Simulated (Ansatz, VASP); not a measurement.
**Tc: VASP beside Ansatz**

One calculation is typed for both programs; each brings its own data sets. How far apart do they land? Of the first pair: The cell is taken from a series of runs on this material, whose earlier steps may have relaxed, scaled, displaced or heated it; both programs get it as it stands.

Program: Ansatz 0.2.0. Level of theory: plane waves, with VASP 6.6.1 beside it; relaxation of cell and atoms at BLYP with D3(BJ) and relaxation of cell and atoms at BLYP. Results are calculated unless marked as measured.

### 1. Set-up

The structure is hexagonal, space group P6_3/mmc (No. 194). The conventional cell has a = 2.740 Å, b = 2.740 Å, c = 4.398 Å, α = 90.00°, β = 90.00°, γ = 120.00°. Nearest to Tc lie 12 Tc at 2.71 to 2.74 Å.

### 2. Ansatz: relaxation of cell and atoms, BLYP with D3(BJ)

Ansatz runs on its default PAW (the set named soft_2) files.

The relaxed volume is the usual yardstick between codes: in a stiff, nearly cubic crystal its relative difference is about their pressure difference at one cell divided by the bulk modulus.

The input, input.yaml:

```yaml
crystal:
  lattice:
    - [2.74, 0.0, 0.0]
    - [-1.37, 2.3729096064, 0.0]
    - [0.0, 0.0, 4.398]
  atoms:
    - { symbol: Tc, position: [0.3333333333, 0.6666666667, 0.25] }
    - { symbol: Tc, position: [0.6666666667, 0.3333333333, 0.75] }
kpoints:
  mp_grid: { grid: [15, 15, 8] }
hamiltonian:
  xc: blyp
  dispersion: d3bj
scf:
  occupations: { method: gaussian, width: 0.1 }
output:
  forces: true
  stress: true
  eigenvalues: true
relax:
  adjacent_minimum: "off"
  f_tol: 0.005
  max_steps: 60
  cell: { stress_tol: 0.03 }
```

Launch:

```
ansatz run input.yaml --threads 4 --pin off --max-ram 8192MiB --backend cpu --events-out ev --progress --plain --runs-dir out
```

Numbers of over 12 decimals in the logs are rounded to 6 here.

What it wrote:

```text
Engine: ansatz 0.2.0, x86_64-unknown-linux-gnu
Pseudopotentials: kind: paw
Pseudopotential: Tc, paw, valence charge 15, recommended cutoff 500 eV (normal), Tc.paw.azcp
Functional definition: BLYP
  parameter beta = 0.0042
  parameter a = 0.04918
  parameter b = 0.132
  parameter c = 0.2533
  parameter d = 0.349
  exchange = b88_x(beta = beta)
  correlation = lyp_c(a = a, b = b, c = c, d = d)
Crystal: 2 atoms, lattice volume = 28.595 Å³
Basis set: ecut = 500 eV, 713 PW (Γ), exchange–correlation on 40×40×72 points (8 copies of the dense FFT grid, shifted against one another)
Bands: 19, of which v1, the nominal top of the filled ones, is band 15 counted from 1 (14 counted from 0)
Symmetry: 24 space group operations
Space group: P63/mmc (ITA 194), of the structure as read, at distance tolerance 3.1e-5 Å
k-points: 135 of 1800
Non-local potential: Tc, projectors of the file, l = 0: 3, l = 1: 3, l = 2: 2, l = 3: 2
PAW form: soft (Blöchl's): semilocal exchange-correlation on the pseudo side does not see the compensation charge
PAW frozen core: Tc, regenerated for the run's functional, and the local potential with it (the file was generated under x = pbe(κ = 0.804, μ = 0.219515), c = pbe(β = 0.066725))
PAW one-centre angular grid: Tc, 590 points (default); XC on 64 Gauss nodes
Initial density: superposition of atomic densities (chi_scale 0.1, normalization cell)
Initial wavefunctions: pseudopotential atomic-orbital guess
Functional: x = b88, c = lyp
SCF iter   1: F=—  HF=-10825.966311 eV  |F-HF|=—  |Δ(HF+E_count)|=         —  Δρ=4.17e-2  dr2=4.61e-1  ethr=3.10e-3  ⟨swp⟩=5.0  Hψ=10158  notcnv=0
preconditioner: auto → none  [metal: Δε(μ)=0.012 eV  Ē_g=5.116 eV  σ=0.100 eV  W_gap=0.07  n_scr=8 (ndim 8)  ℏωp=26.0 eV  f_vac=0.000  D(μ)=1.69/eV (n_scr^D=22)  sad-step TF]
SCF iter   2: F=—  HF=-10825.849625 eV  |F-HF|=—  |Δ(HF+E_count)|=   1.17e-1  Δρ=2.18e-2  dr2=1.22e-1  ethr=1.54e-3  ⟨swp⟩=2.1  Hψ=4169  notcnv=0  defer=13
SCF iter   3: F=—  HF=-10825.813459 eV  |F-HF|=—  |Δ(HF+E_count)|=   3.62e-2  Δρ=1.97e-3  dr2=6.03e-4  ethr=4.08e-4  ⟨swp⟩=3.0  Hψ=5104  notcnv=0  defer=13
SCF iter   4: F=—  HF=-10825.813589 eV  |F-HF|=—  |Δ(HF+E_count)|=   1.30e-4  Δρ=2.16e-4  dr2=9.01e-6  ethr=2.01e-6  ⟨swp⟩=2.1  Hψ=3642  notcnv=0  defer=13
SCF iter   5: F=—  HF=-10825.813589 eV  |F-HF|=—  |Δ(HF+E_count)|=   6.92e-7  Δρ=4.88e-5  dr2=3.63e-7  ethr=3.00e-8  ⟨swp⟩=2.9  Hψ=4718  notcnv=0  defer=13
SCF iter   6: F=-10825.813589 eV  HF=-10825.813589 eV  |F-HF|=1.26e-8  |Δ(HF+E_count)|=   2.47e-8  Δρ=1.07e-5  dr2=1.40e-8  ethr=3.33e-10  ⟨swp⟩=5.0  Hψ=9301  notcnv=0
SCF 1 converged in 6 iterations: F = -10825.813589 eV  dr2 = 1.40e-8
  greatest PAW one-centre occupation: 0.991 electrons in one spin orbital (limit 2), on the Tc atom at site 1 (counted from 0), in its partial waves of l = 0
relax step   1: F+E_penalty+E_count = -10825.81358857 eV  Δ(F+E_penalty+E_count) = +0.000e0 eV  max|allowed force component| = 2.082e-17 eV/Å  Δτ_max = 0.0000 Å  P = -2.248 GPa  Ω = 28.595 Å³  (6 SCF iters, dr2 threshold 1.00e-7 eV, accepted)
[...]
relax step   3: F+E_penalty+E_count = -10825.81656274 eV  Δ(F+E_penalty+E_count) = -2.974e-3 eV  max|allowed force component| = 3.759e-17 eV/Å  Δτ_max = 0.0000 Å  P = -0.195 GPa  Ω = 28.400 Å³  energy of the carried Pulay correction = +3.005e-5 eV  (7 SCF iters, accepted)
[...]
relax step   4: F+E_penalty+E_count = -10825.81663975 eV  Δ(F+E_penalty+E_count) = -7.701e-5 eV  max|allowed force component| = 3.701e-17 eV/Å  Δτ_max = 0.0000 Å  P = +0.008 GPa  Ω = 28.382 Å³  energy of the carried Pulay correction = +3.300e-5 eV  (6 SCF iters, dr2 threshold 2.00e-7 eV, accepted)
[...]
relax step   5: F+E_penalty+E_count = -10825.81661365 eV  Δ(F+E_penalty+E_count) = +2.610e-5 eV  max|allowed force component| = 3.990e-17 eV/Å  Δτ_max = 0.0000 Å  P = +0.004 GPa  Ω = 28.382 Å³  stress off target by 1.67e-2 GPa  SCF on the basis re-selected at this cell (its energy is not comparable with the rows above)  (8 SCF iters)
basis re-selected at this cell: Δ(F+E_penalty+E_count) = +2.610e-5 eV, ΔP = -0.005 GPa vs the last step (what re-selecting the basis moved, of the pressure what is left beyond the Pulay correction that the steps carried, after the strain that the cell walked since its last selection, with what the two solves' SCF thresholds leave and, on support functions, any second-order correction that the steps lacked; it is no measure of the basis error at this ecutwfc). The dense FFT grid was sized anew with the basis: this SCF ran on 20×20×32 points, the steps before it on 20×20×36, so part of this shift can come from that change (see relax.cell in the input reference). [rest of the remark cut]
SCF converged after 8 iterations
Free energy (F): -10825.816614 eV
Harris-Foulkes:  -10825.816614 eV  (|F-HF|=1.82e-12)
Internal energy: -10825.808295 eV  (E = F + TS)
E sigma→0 (E₀):  -10825.812454 eV
Entropy (-TS):   -0.008318 eV (-4.159 meV/atom)
Fermi energy:    23.122438 eV
--- Per-component energies (eV) ---
  E_band       = -73.762401
  E_kinetic    = 1252.351275
  E_local      = -2362.823309  (includes V_loc(G=0)·N_el)
  E_nonlocal   = 574.289671
  E_hartree    = 642.110009
  E_xc         = -472.912639
  E_vxc        = -581.401816  (∫ρ·V_xc dr)
  E_paw        = -6591.341978  (= ΣΔE_a)
  E_vpaw       = -240.398205  (= ΣTr[D̂ρ^β])
  E_aug_tail   = -0.000035  (compensation charges beyond the density's cutoff)
  E_ewald      = -3864.647653
  E_disp       = -3.008446  (pairwise vdW)
  E_core_change = 0.174810  (= ΣΔE_core)
  E_smearing   = -0.008318  (= −TS)
  E_closure    = -0.000000  (closes the sum)
  Σ components = -10825.816614   (vs F -10825.816614, Δ=0.00e0)
--- Forces (eV/Å), atoms counted from 1 ---
  atom   1  Tc    -0.00000000    -0.00000000     0.00000000
  atom   2  Tc     0.00000000     0.00000000    -0.00000000
  max |Σ_I F_I| component: 1.16e-18 eV/Å
--- Stress (GPa, compression-positive) ---
       -0.002692      -0.000000       0.000000
        0.000000      -0.002692      -0.000000
        0.000000      -0.000000       0.016688
  P = ⅓ Tr σ = 0.0038 GPa (0.038 kbar)
--- Band table (eV; the first three rows and the last of 135) ---
  k-point 0: bands = [... 11 lower, 21.5186, 21.6737, 22.2518, 22.2518, 22.8898, 22.8898, 25.1936, 25.6426]
  k-point 1: bands = [... 11 lower, 21.4227, 21.5813, 22.1443, 22.1443, 23.1341, 23.1341, 24.6547, 25.6565]
  k-point 2: bands = [... 11 lower, 21.2873, 21.3555, 21.8845, 21.8845, 23.4407, 23.6922, 23.6922, 25.6216]
  k-point 134: bands = [... 11 lower, 19.9026, 21.4050, 21.4050, 23.0038, 23.0038, 25.7006, 25.7006, 32.6507]
--- Relaxed structure (4 steps of the walk, 3 accepted, 1 SCFs on fresh bases) ---
  F+E_penalty+E_count = -10825.81661365 eV   max|allowed force component| = 3.990e-17 eV/Å   (the final SCF, on the basis selected at the relaxed cell)
  cell:  # Å, volume = 28.3816 Å³
    - [2.741089, 0.0, 0.0]
    - [-1.370545, 2.373853, 0.0]
    - [0.0, 0.0, 4.361735]
  atoms:
    - { symbol: Tc, position: [0.333333, 0.666667, 0.25] }
    - { symbol: Tc, position: [0.666667, 0.333333, 0.75] }
```

### 3. VASP: relaxation of cell and atoms, BLYP with D3(BJ)

The same cell, functional (in two slightly different forms), mesh and smearing now go to VASP, with its own data sets.

Lines of VASP's logs that name or quote its potential files are left out, and so is its time.

The input, INCAR:

```
SYSTEM = Tc
PREC = Accurate
ENCUT = 500
EDIFF = 1E-07
NELM = 120
ISMEAR = 0
SIGMA = 0.1
LREAL = .FALSE.
ALGO = Normal
GGA = B5
ALDAX = 1
AGGAX = 1
AGGAC = 1
ALDAC = 0
IVDW = 12
VDW_S6 = 1
VDW_S8 = 2.6996
VDW_A1 = 0.4298
VDW_A2 = 4.2359
NBANDS = 19
LASPH = .TRUE.
LORBIT = 11
LWAVE = .FALSE.
LCHARG = .FALSE.
ISIF = 3
IBRION = 2
NSW = 80
EDIFFG = -0.005
GGA_COMPAT = .FALSE.
NELMIN = 4
KPAR = 2
```

The input, POSCAR:

```
Tc
1.0
    2.7400000000      0.0000000000      0.0000000000
   -1.3700000000      2.3729100000      0.0000000000
    0.0000000000      0.0000000000      4.3980000000
Tc
2
Direct
    0.3333333333      0.6666666667      0.2500000000
    0.6666666667      0.3333333333      0.7500000000
```

The input, KPOINTS:

```
Automatic mesh
0
Gamma
15 15 8
0 0 0
```

Potentials, in the order of the species: Tc_pv (PBE family, release 64).

Launch:

```
mpirun -np 2 vasp_std
```

What it wrote:

```text
[banner, memory and clock lines left out]
running    2 mpi-ranks, on    1 nodes
 distrk:  each k-point on    1 cores,    2 groups
 distr:  one band on    1 cores,    1 groups

 POSCAR found type information on POSCAR Tc
 POSCAR found :  1 types and       2 ions
|                                                                             |
|               ----> ADVICE to this user running VASP <----                  |
|                                                                             |
|     You enforced a specific xc type in the INCAR file but a different       |
|     [... a line on the potential file left out ...]
|     I HOPE YOU KNOW WHAT YOU ARE DOING!                                     |
|                                                                             |

 LDA part: xc-table for (Slater(with rela. corr.)+VWN5), standard interpolation
 POSCAR, INCAR and KPOINTS ok, starting setup
 FFT: planning ... GRIDC
 FFT: planning ... GRID_SOFT
 FFT: planning ... GRID
 WAVECAR not read
 entering main loop
       N       E                     dE             d eps       ncg     rms          rms(c)
DAV:   1     0.311939256085E+03    0.31194E+03   -0.16321E+04  5154   0.140E+03
DAV:   2    -0.114945241740E+02   -0.32343E+03   -0.31739E+03  5478   0.418E+02
DAV:   3    -0.190384315663E+02   -0.75439E+01   -0.74861E+01  5633   0.760E+01
DAV:   4    -0.190862336502E+02   -0.47802E-01   -0.47793E-01  5565   0.660E+00
DAV:   5    -0.190866723628E+02   -0.43871E-03   -0.43871E-03  5610   0.625E-01    0.229E+01
DAV:   6    -0.179669728339E+02    0.11197E+01   -0.23197E+00  5505   0.147E+01    0.730E+00
DAV:   7    -0.178417792324E+02    0.12519E+00   -0.36044E-01  5667   0.543E+00    0.103E+00
DAV:   8    -0.178336320438E+02    0.81472E-02   -0.10164E-02  5256   0.993E-01    0.395E-02
DAV:   9    -0.178336169582E+02    0.15086E-04   -0.92945E-05  5718   0.878E-02    0.188E-02
DAV:  10    -0.178336197531E+02   -0.27949E-05   -0.13333E-05  5493   0.344E-02    0.327E-03
DAV:  11    -0.178336198184E+02   -0.65278E-07   -0.42229E-07  5648   0.564E-03
   1 F= -.20818053E+02 E0= -.20813700E+02  d E =-.208181E+02
[...]
2 F= -.20805950E+02 E0= -.20802097E+02  d E =0.121032E-01
[...]
3 F= -.20820755E+02 E0= -.20816518E+02  d E =-.270208E-02
[...]
4 F= -.20821143E+02 E0= -.20817048E+02  d E =-.388349E-03
 trial-energy change:   -0.000388  1 .order   -0.000383   -0.001672    0.000907
 step:   0.5604(harm=  0.5579)  dis= 0.00000  next Energy=   -20.821301 (dE=-0.546E-03)
 bond charge predicted
       N       E                     dE             d eps       ncg     rms          rms(c)
DAV:   1    -0.178138675878E+02    0.94198E-03   -0.63484E-02  5298   0.208E+00    0.260E-01
DAV:   2    -0.178126362395E+02    0.12313E-02   -0.22066E-03  5367   0.414E-01    0.908E-02
DAV:   3    -0.178124169193E+02    0.21932E-03   -0.59916E-04  5481   0.175E-01    0.396E-02
DAV:   4    -0.178124188868E+02   -0.19675E-05   -0.27152E-05  5400   0.415E-02    0.445E-03
DAV:   5    -0.178124195632E+02   -0.67641E-06   -0.18428E-06  5614   0.122E-02    0.409E-03
DAV:   6    -0.178124199293E+02   -0.36612E-06   -0.23278E-07  4713   0.439E-03    0.572E-04
DAV:   7    -0.178124198850E+02    0.44347E-07   -0.90802E-09  2628   0.888E-04
   5 F= -.20821301E+02 E0= -.20817161E+02  d E =-.546128E-03
 curvature:  -0.31 expect dE=-0.350E-06 dE for cont linesearch -0.152E-08
 trial: gam= 0.00906 g(F)=  0.252E-44 g(S)=  0.114E-05 ort =-0.325E-05 (trialstep = 0.800E+00)
 search vector abs. value=  0.126E-05
 reached required accuracy - stopping structural energy minimisation
```

From OUTCAR (step 3):

```text
ion  position               nearest neighbor table
   1  0.333  0.667  0.250-   2 2.71   2 2.71   2 2.71   2 2.71   2 2.71   2 2.71
   2  0.667  0.333  0.750-   1 2.71   1 2.71   1 2.71   1 2.71   1 2.71   1 2.71

  LATTYP: Found a hexagonal cell.
 ALAT       =     2.7400000000
 C/A-ratio  =     1.6051094891

 Subroutine GETGRP returns: Found 24 space group operations
 (whereof 12 operations were pure point group operations)

The static configuration has the point symmetry D_3d.
 The point group associated with its full space group is D_6h.

 Found    135 irreducible k-points:

   k-points           NKPTS =    135   k-points in BZ     NKDIM =    135   number of bands    NBANDS=     19

   dimension x,y,z NGX =    20 NGY =   20 NGZ =   32
   dimension x,y,z NGXF=    40 NGYF=   40 NGZF=   64

   ENCUT  =  500.0 eV  36.75 Ry    6.06 a.u.   5.00  5.00  8.02*2*pi/ulx,y,z

   NELECT =      26.0000    total number of electrons

 k-points in reciprocal lattice and weights: Automatic mesh
   0.00000000  0.00000000  0.00000000       0.001
   0.06666667  0.00000000  0.00000000       0.003
   0.13333333 -0.00000000  0.00000000       0.003
   0.20000000 -0.00000000  0.00000000       0.003
   0.26666667 -0.00000000  0.00000000       0.003
   0.33333333 -0.00000000  0.00000000       0.003
   0.40000000 -0.00000000  0.00000000       0.003
   0.46666667  0.00000000  0.00000000       0.003
   0.06666667  0.06666667  0.00000000       0.003
[...]
0.33333333  0.26666667  0.50000000       0.007
   0.33333333  0.33333333  0.50000000       0.001

 Edisp (eV)   -3.00633

 average (electrostatic) potential at core
       1 -66.4505       2 -66.4505

 E-fermi :  13.3554

 k-point     1 :       0.0000    0.0000    0.0000
  band No.  band energies     occupation
    ...
     11      11.9020      2.00000
     12      12.4799      2.00000
     13      12.4799      2.00000
     14      13.1178      1.99922
     15      13.1178      1.99922
     16      15.4448      0.00000
     17      15.8725      0.00000
     18      15.8725      0.00000
     19      24.6766      0.00000

 k-point     2 :       0.0667    0.0000    0.0000
  band No.  band energies     occupation
    ...
     11      12.1993      2.00000
     12      12.3967      2.00000
     13      12.6134      2.00000
     14      12.9252      2.00000
     15      13.0044      2.00000
     16      14.3170      0.00000
     17      15.9464      0.00000
     18      17.2350      0.00000
     19      24.6564      0.00000

 k-point     3 :       0.1333   -0.0000    0.0000
  band No.  band energies     occupation
    ...
     11      12.2037      2.00000
     12      12.3101      2.00000
     13      12.6502      2.00000
     14      12.7172      2.00000
     15      13.0036      2.00000
     16      13.5203      0.01971
     17      16.1210      0.00000
     18      18.8945      0.00000
     19      24.5707      0.00000

 Edisp (eV)   -3.00888

  Total      -0.00349    -0.00349    -0.00479     0.00000     0.00000     0.00000
  in kB      -0.19690    -0.19690    -0.27069     0.00000     0.00000     0.00000
  external pressure =       -0.22 kB  Pullay stress =        0.00 kB

  energy-cutoff  :      500.00
  volume of cell :       28.37
      direct lattice vectors                 reciprocal lattice vectors
     2.740925753  0.000000000  0.000000000     0.364840236  0.210640574 -0.000000000
    -1.370462877  2.373711726  0.000000000    -0.000000000  0.421281148  0.000000000
     0.000000000  0.000000000  4.361177564    -0.000000000 -0.000000000  0.229295869

 POSITION                                       TOTAL-FORCE (eV/Angst)
 -----------------------------------------------------------------------------------
     -0.00000      1.58247      1.09029         0.000000     -0.000000      0.000000
      1.37046      0.79124      3.27088        -0.000000      0.000000      0.000000
 -----------------------------------------------------------------------------------
    total drift:                               -0.000000      0.000000     -0.000000

  FREE ENERGIE OF THE ION-ELECTRON SYSTEM (eV)
  ---------------------------------------------------
  free  energy   TOTEN  =       -20.8213009688 eV

  energy  without entropy=      -20.8130214961  energy(sigma->0) =      -20.81716123

 reached required accuracy - stopping structural energy minimisation

 total charge
# of ion       s       p       d       tot
------------------------------------------
    1        0.478   6.476   5.213  12.167
    2        0.478   6.476   5.213  12.167
--------------------------------------------------
tot          0.956  12.952  10.426  24.335

[... 3 further parts left out ...]
```

Dispersion corrections of this kind ignore metallic screening and tend to overbind metals.

### 4. Side by side

Known differences besides the potentials themselves: the data sets hold 30 valence electrons in Ansatz (on its default PAW (the set named soft_2) files) and 26 in VASP; Ansatz makes its cores anew for this functional, VASP keeps those of its PBE data sets; VASP's log shows a relativistic correction to its local exchange, Ansatz's none; Ansatz adds a Pulay correction to the stress that steers its cell, VASP none. Total energies have different zeros and are not compared.

Compared:

| quantity | Ansatz | VASP | difference |
| --- | --- | --- | --- |
| volume (Å³) | 28.38 | 28.37 | +0.02 % |
| edge a after relaxation, in the typed setting (Å) | 2.741 | 2.741 | +0.01 % |
| edge c after relaxation, in the typed setting (Å) | 4.362 | 4.361 | +0.01 % |

(Part 1 of 2 ends here.)

[Lines on the potential files, build, host, timing and source positions are cut from VASP's logs without a mark.]

[Logs are printed without paths, hosts, clocks, repeated set-up lines and the standing remarks that a program may print on its own settings, such as how far it seeks lower states.]

[Hosts, paths, dates, database ids (printed as entryN), source tags and the programs' standing remarks are cut or masked in the printed files.]
